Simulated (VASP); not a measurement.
Crystal: Ga2GeO5.

```
Ga Ge O
1.0
     4.53096    0.00000    0.00000
    -2.26548    3.92393    0.00000
     0.00000    0.00000    5.91856
Ga Ge O
2 1 5
Direct
  0.33333 0.66667 0.00000
  0.66667 0.33333 0.00000
  0.00000 0.00000 0.00000
  0.62362 0.00000 0.50000
  0.00000 0.62362 0.50000
  0.37638 0.37638 0.50000
  0.00000 0.00000 0.30067
  0.00000 0.00000 0.69933
```

The cell was built by a generator and needn't be a form met in nature.

| Item | Value |
| --- | --- |
| Program | VASP 6.6.1 |
| Task | relaxation of cell and atoms |
| Functional | PBE |
| Potentials or basis | VASP PAW PBE potentials, release 64 (Ga_d, Ge_d, O) |
| Cutoff | 520 eV |
| k mesh | 4 × 4 × 3 |
| Occupations | gaussian, width 0.15 eV |
| Spin | no spin polarisation |

At the start: pressure 6.7 GPa; volume 13.15 Å³/atom.

**Question.** How do energy, volume and symmetry change on relaxing?

**Answer.** Over 18 steps the energy falls by 273.6 meV/atom and the volume is 13.99 Å³/atom (+6.4 %); space group P6/mmm (No. 191, to 0.05 Å).

Step by step:
```csv
step,energy change (eV),largest force (eV/Å),pressure (GPa),volume (Å³)
1,0.0000,1.3658,6.69,105.23
2,-0.6758,0.9691,-1.02,113.72
3,-0.9006,1.0176,-5.33,121.00
4,-1.3661,1.3673,-1.16,118.88
5,-1.3729,1.7278,-0.56,118.68
6,-1.7083,1.6162,0.48,116.43
7,-1.8124,1.4583,2.34,114.44
8,-1.6903,3.3839,-4.97,116.51
9,-1.9277,0.9328,-1.14,115.23
10,-2.0478,0.7046,-1.31,114.22
11,-2.1511,0.3738,-0.98,112.35
12,-2.1582,0.2983,-0.95,111.82
13,-2.1303,1.5193,2.77,109.95
14,-2.1678,0.2559,0.61,111.17
15,-2.1807,0.2422,0.29,111.45
16,-2.1872,0.2223,0.30,111.75
17,-2.1766,0.7312,-1.24,112.39
18,-2.1889,0.0654,0.10,111.93
```

Final structure:
```
Ga Ge O
1.0
     4.92745    0.00000    0.00000
    -2.46373    4.26730    0.00000
     0.00000    0.00000    5.32309
Ga Ge O
2 1 5
Direct
  0.33333 0.66667 0.00000
  0.66667 0.33333 0.00000
  0.00000 0.00000 0.00000
  0.50412 0.00000 0.50000
  0.00000 0.50412 0.50000
  0.49588 0.49588 0.50000
  0.00000 0.00000 0.30695
  0.00000 0.00000 0.69305
```

Caveat: the k mesh is coarse (spacing up to 0.40 Å⁻¹), so the values aren't converged.
